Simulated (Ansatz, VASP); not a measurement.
# GaN in two plane-wave programs, part 2 of 3

Wanted: the spread between two codes on one cell, functional and k mesh. The cell is taken from a series of runs on this material, whose earlier steps may have relaxed, scaled, displaced or heated it; both programs get it as it stands.

VASP 6.6.1 and Ansatz 0.2.0.

So far: Starting point; Ansatz: zone-centre phonons, PBE, pair 1.

### Step 3. VASP: zone-centre phonons, PBE, pair 1

Level of this step: PBE; plane waves and PAW (N, Ga_d) (VASP).

The same cell, functional and mesh now go to VASP, with its own data sets.

Lines of VASP's logs that name or quote its potential files are left out, and so is its time.

File INCAR:

```
SYSTEM = GaN
PREC = Accurate
ENCUT = 600
EDIFF = 1E-08
NELM = 120
ISMEAR = 0
SIGMA = 0.01
LREAL = .FALSE.
ALGO = Normal
GGA = PE
NBANDS = 15
LORBIT = 11
LWAVE = .FALSE.
LCHARG = .FALSE.
ISIF = 2
IBRION = 8
LEPSILON = .TRUE.
LASPH = .TRUE.
GGA_COMPAT = .FALSE.
EFERMI = MIDGAP
KPAR = 2
```

File POSCAR:

```
GaN
1.0
    0.0000000000      2.2279844705      2.2279844705
    2.2279844705      0.0000000000      2.2279844705
    2.2279844705      2.2279844705      0.0000000000
N Ga
1 1
Direct
    0.2500000000      0.2500000000      0.2500000000
    0.0000000000      0.0000000000      0.0000000000
```

File KPOINTS:

```
Automatic mesh
0
Gamma
16 16 16
0 0 0
```

PAW data sets: N and Ga_d (PBE family, release 64).

Run with:

```bash
mpirun -np 2 vasp_std
```

Numbers of over 12 decimals in the logs are rounded to 6 here.

Log:

```text
[banner, memory and clock lines left out]
running    2 mpi-ranks, on    1 nodes
 distrk:  each k-point on    1 cores,    2 groups
 distr:  one band on    1 cores,    1 groups

 POSCAR found type information on POSCAR N Ga
 POSCAR found :  2 types and       2 ions
 LDA part: xc-table for (Slater+PW92), standard interpolation
 POSCAR, INCAR and KPOINTS ok, starting setup
 FFT: planning ... GRIDC
 FFT: planning ... GRID_SOFT
 FFT: planning ... GRID
 WAVECAR not read
 entering main loop
       N       E                     dE             d eps       ncg     rms          rms(c)
DAV:   1     0.917683507814E+02    0.91768E+02   -0.10393E+04  4860   0.236E+03
DAV:   2    -0.727874365085E+01   -0.99047E+02   -0.91680E+02  4981   0.369E+02
DAV:   3    -0.140700293205E+02   -0.67913E+01   -0.67556E+01  4896   0.826E+01
DAV:   4    -0.141603040065E+02   -0.90275E-01   -0.90254E-01  5564   0.103E+01
DAV:   5    -0.141614189880E+02   -0.11150E-02   -0.11150E-02  5058   0.103E+00    0.783E+00
DAV:   6    -0.120983852068E+02    0.20630E+01   -0.51547E+00  6542   0.441E+01    0.267E+00
DAV:   7    -0.121103927292E+02   -0.12008E-01   -0.35156E-01  4854   0.693E+00    0.176E+00
DAV:   8    -0.121069535669E+02    0.34392E-02   -0.53184E-02  4903   0.375E+00    0.686E-01
DAV:   9    -0.121033300232E+02    0.36235E-02   -0.15586E-02  6601   0.321E+00    0.175E-01
DAV:  10    -0.121035637718E+02   -0.23375E-03   -0.15094E-03  5344   0.631E-01    0.584E-02
DAV:  11    -0.121035080400E+02    0.55732E-04   -0.25276E-04  6469   0.250E-01    0.162E-02
DAV:  12    -0.121035136657E+02   -0.56258E-05   -0.25001E-05  5102   0.684E-02    0.994E-03
DAV:  13    -0.121035135307E+02    0.13505E-06   -0.15032E-06  5520   0.145E-02    0.279E-03
DAV:  14    -0.121035134734E+02    0.57234E-07   -0.63771E-08  5629   0.299E-03    0.289E-04
DAV:  15    -0.121035134582E+02    0.15196E-07   -0.42090E-09  4184   0.645E-04    0.400E-04
DAV:  16    -0.121035134663E+02   -0.80950E-08   -0.39311E-10  2896   0.312E-04
   1 F= -.12103513E+02 E0= -.12103513E+02  d E =0.000000E+00
 Linear response reoptimize wavefunctions to high precision
DAV:   1    -0.121035134674E+02   -0.10582E-08   -0.10957E-10  3113   0.160E-04
DAV:   2    -0.121035134674E+02    0.63665E-11   -0.29124E-11  2679   0.646E-05
 Linear response G [H, r] |phi>, progress :
  Direction:   1
       N       E                     dE             d eps       ncg     rms
 LRF_COMMUTATOR internal error: the vector H(1)-e(1) S(1) |phi(0)> is not orthog
 onal to |phi(0)> (1.036495647369629E-004,5.974387651264124E-015)
 LRF_COMMUTATOR internal error: the vector H(1)-e(1) S(1) |phi(0)> is not orthog
 onal to |phi(0)> (1.058650855991607E-004,-5.250357440478304E-015)
 LRF_COMMUTATOR internal error: the vector H(1)-e(1) S(1) |phi(0)> is not orthog
 onal to |phi(0)> (1.125688174659972E-004,-1.133121374508050E-014)
 LRF_COMMUTATOR internal error: the vector H(1)-e(1) S(1) |phi(0)> is not orthog
 onal to |phi(0)> (-1.085819948675138E-004,-1.065814103640150E-014)
 LRF_COMMUTATOR internal error: the vector H(1)-e(1) S(1) |phi(0)> is not orthog
 onal to |phi(0)> (1.056117248683072E-004,-2.174475877136928E-014)
RMM:   1    -0.455153758248E+02   -0.45515E+02   -0.86817E+00  5318   0.275E+02
 LRF_COMMUTATOR internal error: the vector H(1)-e(1) S(1) |phi(0)> is not orthog
 onal to |phi(0)> (1.036495647369629E-004,5.974387651264124E-015)
 LRF_COMMUTATOR internal error: the vector H(1)-e(1) S(1) |phi(0)> is not orthog
 onal to |phi(0)> (1.058650855991607E-004,-5.250357440478304E-015)
 LRF_COMMUTATOR internal error: the vector H(1)-e(1) S(1) |phi(0)> is not orthog
 onal to |phi(0)> (-1.085819948675138E-004,-1.065814103640150E-014)
 LRF_COMMUTATOR internal error: the vector H(1)-e(1) S(1) |phi(0)> is not orthog
 onal to |phi(0)> (1.056117248683072E-004,-2.174475877136928E-014)
 LRF_COMMUTATOR internal error: the vector H(1)-e(1) S(1) |phi(0)> is not orthog
 onal to |phi(0)> (1.125688174659972E-004,-1.133121374508050E-014)
RMM:   2    -0.471533744848E+02   -0.16380E+01   -0.64372E+01  8535   0.595E+01
 LRF_COMMUTATOR internal error: the vector H(1)-e(1) S(1) |phi(0)> is not orthog
 onal to |phi(0)> (1.036495647369629E-004,5.974387651264124E-015)
 LRF_COMMUTATOR internal error: the vector H(1)-e(1) S(1) |phi(0)> is not orthog
 onal to |phi(0)> (1.058650855991607E-004,-5.250357440478304E-015)
 LRF_COMMUTATOR internal error: the vector H(1)-e(1) S(1) |phi(0)> is not orthog
 onal to |phi(0)> (-1.085819948675138E-004,-1.065814103640150E-014)
 LRF_COMMUTATOR internal error: the vector H(1)-e(1) S(1) |phi(0)> is not orthog
 onal to |phi(0)> (1.056117248683072E-004,-2.174475877136928E-014)
 LRF_COMMUTATOR internal error: the vector H(1)-e(1) S(1) |phi(0)> is not orthog
 onal to |phi(0)> (1.125688174659972E-004,-1.133121374508050E-014)
RMM:   3    -0.493867694086E+02   -0.22334E+01   -0.35960E+00  8811   0.167E+01
RMM:   4    -0.494037103565E+02   -0.16941E-01   -0.11577E-01  9497   0.369E+00
[...]
RMM:   4    -0.341534100920E+00   -0.36783E-04   -0.13972E-04  9371   0.968E-02
RMM:   5    -0.341535560986E+00   -0.14601E-05   -0.89292E-06  9299   0.236E-02
RMM:   6    -0.341535642931E+00   -0.81945E-07   -0.61231E-07  9404   0.733E-03
RMM:   7    -0.341535677084E+00   -0.34153E-07   -0.11382E-07  9262   0.240E-03
RMM:   8    -0.341535674934E+00    0.21497E-08    0.11806E-08  8507   0.839E-04
[...]
RMM:   8    -0.311037737031E+00    0.10100E-04   -0.10834E-06 38472   0.599E-03    0.847E-04
RMM:   9    -0.311056961840E+00   -0.19225E-04   -0.35687E-07 39149   0.159E-03    0.265E-04
RMM:  10    -0.311051181077E+00    0.57808E-05   -0.11569E-07 39694   0.533E-04    0.654E-05
RMM:  11    -0.311049777172E+00    0.14039E-05   -0.33886E-08 34923   0.155E-04    0.202E-05
RMM:  12    -0.311050153970E+00   -0.37680E-06    0.12379E-08 19173   0.619E-05    0.305E-06
 change of polarisation eV/A/(eV/A) component  1 :     0.575     0.101     0.056
 dielectric tensor                  component  1 :     5.708     0.827     0.460
 Linear response to external field, progress :
  Direction:   2
       N       E                     dE             d eps       ncg     rms          rms(c)
RMM:   1    -0.463178555051E-01   -0.46318E-01    0.16827E+00 20139   0.745E+00
RMM:   2    -0.293703985590E+00   -0.24739E+00   -0.29877E-02 38255   0.154E+00    0.825E-01
RMM:   3    -0.293553842649E+00    0.15014E-03   -0.42123E-03 38041   0.551E-01    0.491E-01
RMM:   4    -0.310069315172E+00   -0.16515E-01   -0.37129E-03 37666   0.554E-01    0.403E-02
RMM:   5    -0.310211744019E+00   -0.14243E-03   -0.23019E-04 39374   0.123E-01    0.339E-02
RMM:   6    -0.310739171342E+00   -0.52743E-03   -0.66170E-05 36793   0.527E-02    0.787E-03
RMM:   7    -0.311047229377E+00   -0.30806E-03   -0.61863E-06 39614   0.152E-02    0.341E-03
RMM:   8    -0.311037246865E+00    0.99825E-05   -0.10607E-06 38451   0.598E-03    0.839E-04
RMM:   9    -0.311056264084E+00   -0.19017E-04   -0.23593E-07 39192   0.158E-03    0.267E-04
RMM:  10    -0.311050629124E+00    0.56350E-05   -0.65808E-08 39684   0.537E-04    0.664E-05
RMM:  11    -0.311049190281E+00    0.14388E-05    0.50960E-08 35024   0.157E-04    0.199E-05
RMM:  12    -0.311049555579E+00   -0.36530E-06    0.68577E-08 19192   0.623E-05    0.398E-06
 change of polarisation eV/A/(eV/A) component  2 :     0.069     0.575     0.063
 dielectric tensor                  component  2 :     0.567     5.708     0.516
 Linear response to external field, progress :
  Direction:   3
       N       E                     dE             d eps       ncg     rms          rms(c)
RMM:   1    -0.463655525110E-01   -0.46366E-01    0.16822E+00 20138   0.745E+00
RMM:   2    -0.293706997002E+00   -0.24734E+00   -0.29819E-02 38242   0.154E+00    0.825E-01
RMM:   3    -0.293554093920E+00    0.15290E-03   -0.42036E-03 38032   0.551E-01    0.491E-01
RMM:   4    -0.310068434002E+00   -0.16514E-01   -0.37047E-03 37667   0.554E-01    0.403E-02
RMM:   5    -0.310211405086E+00   -0.14297E-03   -0.22731E-04 39366   0.123E-01    0.339E-02
RMM:   6    -0.310739961053E+00   -0.52856E-03   -0.65561E-05 36808   0.527E-02    0.787E-03
RMM:   7    -0.311047249097E+00   -0.30729E-03   -0.60796E-06 39615   0.151E-02    0.341E-03
RMM:   8    -0.311037462478E+00    0.97866E-05   -0.10090E-06 38471   0.598E-03    0.838E-04
RMM:   9    -0.311056416724E+00   -0.18954E-04   -0.25264E-07 39209   0.158E-03    0.269E-04
RMM:  10    -0.311050899566E+00    0.55172E-05   -0.10577E-07 39685   0.540E-04    0.671E-05
RMM:  11    -0.311049431624E+00    0.14679E-05    0.55647E-09 35076   0.157E-04    0.198E-05
RMM:  12    -0.311049797800E+00   -0.36618E-06    0.22389E-08 19280   0.627E-05    0.432E-06
 change of polarisation eV/A/(eV/A) component  3 :     0.058     0.100     0.575
 dielectric tensor                  component  3 :     0.473     0.815     5.708
 Linear response DOF=           2
 Linear response progress:
  Degree of freedom:   1/  2
       N       E                     dE             d eps       ncg     rms          rms(c)
RMM:   1    -0.238811825116E+00   -0.23881E+00    0.12272E-01 44355   0.408E+00
RMM:   2    -0.231443686394E+00    0.73681E-02   -0.98890E-03 32766   0.107E+00    0.143E-01
RMM:   3    -0.232688458862E+00   -0.12448E-02   -0.14745E-03 36331   0.339E-01    0.710E-02
RMM:   4    -0.234162966287E+00   -0.14745E-02   -0.36142E-04 35264   0.140E-01    0.196E-02
RMM:   5    -0.234336722356E+00   -0.17376E-03   -0.16806E-05 37225   0.411E-02    0.379E-03
RMM:   6    -0.234252021270E+00    0.84701E-04   -0.10463E-06 35659   0.104E-02    0.154E-03
RMM:   7    -0.234227397097E+00    0.24624E-04   -0.11744E-07 37409   0.295E-03    0.101E-04
RMM:   8    -0.234229454770E+00   -0.20577E-05   -0.14043E-08 36586   0.712E-04    0.375E-05
RMM:   9    -0.234229124537E+00    0.33023E-06   -0.12444E-08 37412   0.238E-04    0.519E-06
RMM:  10    -0.234229127261E+00   -0.27240E-08   -0.12515E-08 37344   0.933E-05    0.354E-06
 first order change of Fermi-energy   0.57024E+00
 force on displaced ion       1 direction 1 : -13.522   0.000   0.000
 Born effective charge ion    1 direction 1 :  -2.648   0.000   0.000
 Linear response progress:
  Degree of freedom:   2/  2
       N       E                     dE             d eps       ncg     rms          rms(c)
RMM:   1    -0.160810880620E+00   -0.16081E+00    0.25639E-01 23628   0.902E+00
RMM:   2    -0.159097796259E+00    0.17131E-02   -0.35043E-02 36360   0.173E+00    0.544E-02
RMM:   3    -0.159316548316E+00   -0.21875E-03   -0.23708E-03 36883   0.406E-01    0.337E-02
RMM:   4    -0.158952375903E+00    0.36417E-03   -0.17555E-04 38631   0.120E-01    0.365E-03
RMM:   5    -0.158956771813E+00   -0.43959E-05    0.39134E-06 40001   0.350E-02    0.223E-03
RMM:   6    -0.158957972018E+00   -0.12002E-05    0.94758E-06 39094   0.116E-02    0.391E-04
RMM:   7    -0.158958768591E+00   -0.79657E-06    0.58552E-06 40859   0.402E-03    0.274E-04
RMM:   8    -0.158960315557E+00   -0.15470E-05    0.38069E-06 38989   0.147E-03    0.267E-05
RMM:   9    -0.158960575975E+00   -0.26042E-06    0.21427E-06 40868   0.565E-04    0.121E-05
RMM:  10    -0.158960680550E+00   -0.10458E-06    0.10787E-06 39907   0.238E-04    0.298E-06
RMM:  11    -0.158960736985E+00   -0.56435E-07    0.62017E-07 40573   0.119E-04    0.170E-06
RMM:  12    -0.158960749835E+00   -0.12850E-07    0.39074E-07 39964   0.758E-05    0.243E-07
RMM:  13    -0.158960770887E+00   -0.21052E-07    0.18995E-07 35630   0.572E-05    0.225E-07
RMM:  14    -0.158960766978E+00    0.39089E-08    0.21685E-07 26135   0.492E-05    0.103E-07
RMM:  15    -0.158960782959E+00   -0.15981E-07    0.52429E-08 21706   0.455E-05    0.326E-08
 first order change of Fermi-energy  -0.56994E+00
 force on displaced ion       2 direction 1 : -13.508   0.000   0.000
 Born effective charge ion    2 direction 1 :   2.648   0.000   0.000
 Born effective charges drift removed
 Linear response finished
```

OUTCAR, selected parts (step 3):

```text
ion  position               nearest neighbor table
   1  0.250  0.250  0.250-   2 1.93   2 1.93   2 1.93   2 1.93
   2  0.000  0.000  0.000-   1 1.93   1 1.93   1 1.93   1 1.93

  LATTYP: Found a face centered cubic cell.
 ALAT       =     4.4559689410

 Subroutine GETGRP returns: Found 24 space group operations
 (whereof 24 operations were pure point group operations)

The static configuration has the point symmetry T_d .

 Found    145 irreducible k-points:

   k-points           NKPTS =    145   k-points in BZ     NKDIM =    145   number of bands    NBANDS=     15

   dimension x,y,z NGX =    28 NGY =   28 NGZ =   28
   dimension x,y,z NGXF=    56 NGYF=   56 NGZF=   56

   ENCUT  =  600.0 eV  44.10 Ry    6.64 a.u.   6.29  6.29  6.29*2*pi/ulx,y,z

   NELECT =      18.0000    total number of electrons

 k-points in reciprocal lattice and weights: Automatic mesh
   0.00000000  0.00000000  0.00000000       0.000
   0.06250000  0.00000000  0.00000000       0.002
   0.12500000  0.00000000  0.00000000       0.002
   0.18750000  0.00000000  0.00000000       0.002
   0.25000000  0.00000000  0.00000000       0.002
   0.31250000  0.00000000  0.00000000       0.002
   0.37500000  0.00000000  0.00000000       0.002
   0.43750000  0.00000000  0.00000000       0.002
   0.50000000  0.00000000  0.00000000       0.001
[...]
-0.31250000  0.50000000  0.18750000       0.003
  -0.25000000  0.50000000  0.25000000       0.001

 average (electrostatic) potential at core
       1 -61.7053       2 -63.1358

  Total        1.6556444      1.6556444      1.6556444      0.0000000      0.0000000      0.0000000
  in kB      119.9253988    119.9253988    119.9253988      0.0000000      0.0000000      0.0000000
  external PRESSURE =     119.9253988 kB  Pullay stress =       0.0000000 kB

  energy-cutoff  :      600.00
  volume of cell :       22.12
      direct lattice vectors                 reciprocal lattice vectors
     0.000000000  2.227984471  2.227984471    -0.224418081  0.224418081  0.224418081
     2.227984471  0.000000000  2.227984471     0.224418081 -0.224418081  0.224418081
     2.227984471  2.227984471  0.000000000     0.224418081  0.224418081 -0.224418081

 POSITION                                       TOTAL-FORCE (eV/Angst)
 -----------------------------------------------------------------------------------
      1.11399      1.11399      1.11399        -0.000000      0.000000     -0.000000
      0.00000      0.00000      0.00000         0.000000     -0.000000      0.000000
 -----------------------------------------------------------------------------------
    total drift:                               -0.000000     -0.000000      0.000000

 MACROSCOPIC STATIC DIELECTRIC TENSOR (including local field effects in DFT)
 ------------------------------------------------------
           5.708090     0.000000     0.000000
          -0.000000     5.708090     0.000000
          -0.000000    -0.000000     5.708090
 ------------------------------------------------------

 PIEZOELECTRIC TENSOR (including local field effects)  for field in x, y, z        (C/m^2)
          XX          YY          ZZ          XY          YZ          ZX
  --------------------------------------------------------------------------------
  x     0.00000     0.00000     0.00000     0.00000    -1.02114     0.00000
  y    -0.00000    -0.00000    -0.00000     0.00000     0.00000    -1.02114
  z     0.00000     0.00000     0.00000    -1.02114     0.00000     0.00000

 BORN EFFECTIVE CHARGES (including local field effects) (in |e|, cummulative output)
 ---------------------------------------------------------------------------------
 ion    1
    1    -2.64800     0.00000     0.00000
    2     0.00000    -2.64800     0.00000
    3     0.00000     0.00000    -2.64800
 ion    2
    1     2.64800    -0.00000    -0.00000
    2    -0.00000     2.64800    -0.00000
    3    -0.00000    -0.00000     2.64800

 Eigenvectors and eigenvalues of the dynamical matrix
 ----------------------------------------------------

   1 f  =   16.834321 THz   105.773161 2PiTHz  561.532517 cm-1    69.621128 meV
             X         Y         Z           dx          dy          dz
      1.113992  1.113992  1.113992     0.000000    0.912646    0.000000
      0.000000  0.000000  0.000000     0.000000   -0.408752    0.000000

   2 f  =   16.834321 THz   105.773161 2PiTHz  561.532517 cm-1    69.621128 meV
             X         Y         Z           dx          dy          dz
      1.113992  1.113992  1.113992     0.912646    0.000000    0.000000
      0.000000  0.000000  0.000000    -0.408752    0.000000    0.000000

   3 f  =   16.834321 THz   105.773161 2PiTHz  561.532517 cm-1    69.621128 meV
             X         Y         Z           dx          dy          dz
      1.113992  1.113992  1.113992     0.000000    0.000000    0.912646
      0.000000  0.000000  0.000000     0.000000    0.000000   -0.408752

   4 f/i=    0.003387 THz     0.021280 2PiTHz    0.112970 cm-1     0.014006 meV
             X         Y         Z           dx          dy          dz
      1.113992  1.113992  1.113992    -0.408752    0.000000    0.000000
      0.000000  0.000000  0.000000    -0.912646    0.000000    0.000000

   5 f/i=    0.003387 THz     0.021280 2PiTHz    0.112970 cm-1     0.014006 meV
             X         Y         Z           dx          dy          dz
      1.113992  1.113992  1.113992     0.000000   -0.408752    0.000000
      0.000000  0.000000  0.000000     0.000000   -0.912646    0.000000

   6 f/i=    0.003387 THz     0.021280 2PiTHz    0.112970 cm-1     0.014006 meV
             X         Y         Z           dx          dy          dz
      1.113992  1.113992  1.113992     0.000000    0.000000   -0.408752
      0.000000  0.000000  0.000000     0.000000    0.000000   -0.912646

 MACROSCOPIC STATIC DIELECTRIC TENSOR IONIC CONTRIBUTION
 ------------------------------------------------------
           4.244396     0.000000     0.000000
           0.000000     4.244396    -0.000000
           0.000000    -0.000000     4.244396
 ------------------------------------------------------

 ELASTIC MODULI CONTR FROM IONIC RELAXATION (kBar)
 Direction    XX          YY          ZZ          XY          YZ          ZX
 --------------------------------------------------------------------------------
 XX          -0.0000     -0.0000     -0.0000     -0.0000      0.0000      0.0000
 YY          -0.0000     -0.0000     -0.0000     -0.0000     -0.0000     -0.0000
 ZZ          -0.0000     -0.0000     -0.0000      0.0000     -0.0000      0.0000
 XY          -0.0000     -0.0000      0.0000   -543.9427     -0.0000      0.0000
 YZ           0.0000     -0.0000     -0.0000     -0.0000   -543.9427      0.0000
 ZX           0.0000     -0.0000      0.0000      0.0000      0.0000   -543.9427
 --------------------------------------------------------------------------------

 PIEZOELECTRIC TENSOR IONIC CONTR  for field in x, y, z        (C/m^2)
          XX          YY          ZZ          XY          YZ          ZX
  --------------------------------------------------------------------------------
  x    -0.00000     0.00000     0.00000     0.00000     1.42974     0.00000
  y    -0.00000     0.00000    -0.00000    -0.00000     0.00000     1.42974
  z     0.00000     0.00000    -0.00000     1.42974     0.00000    -0.00000
```

The gap is read on the k-mesh alone, so it is an upper bound where the band edges lie off the mesh. Energies printed during the response cycles are not total energies of the cell. The dielectric response converges more slowly with the mesh than energies do, so tensor and charges may still move on a finer one.

### Step 4. Side by side

Known differences besides the potentials themselves: fixed occupations in Ansatz, narrow Gaussian smearing in VASP; VASP's response is taken on the typed mesh, Ansatz refines its own for the field response alone; the cutoff is 420 eV in Ansatz and 600 eV in VASP; VASP's log repeats an internal error in its field response. Total energies have different zeros and are not compared.

Both answers:

```
                                     quantity  Ansatz   VASP  difference
                                        ε∞ xx    5.76   5.71     +0.94 %
                                        ε∞ yy    5.76   5.71     +0.94 %
                                        ε∞ zz    5.76   5.71     +0.94 %
 Born charge of N1 (mean of the diagonal) (e)   -2.65  -2.65       -0.01
Born charge of Ga2 (mean of the diagonal) (e)    2.65   2.65       +0.01
                   optical mode 1 to 3 (cm⁻¹)   565.3  561.5     +0.67 %
```

Modes are paired by rising frequency, not by their patterns, so a pair may set unlike modes beside each other; they are those without the splitting of longitudinal modes.

(Part 2 of 3 ends here.)

[Lines on the potential files, build, host, timing and source positions are cut from VASP's logs without a mark.]

[Logs are printed without paths, hosts, clocks, repeated set-up lines and the standing remarks that a program may print on its own settings, such as how far it seeks lower states.]

[Hosts, paths, dates, database ids (printed as entryN), source tags and the programs' standing remarks are cut or masked in the printed files.]
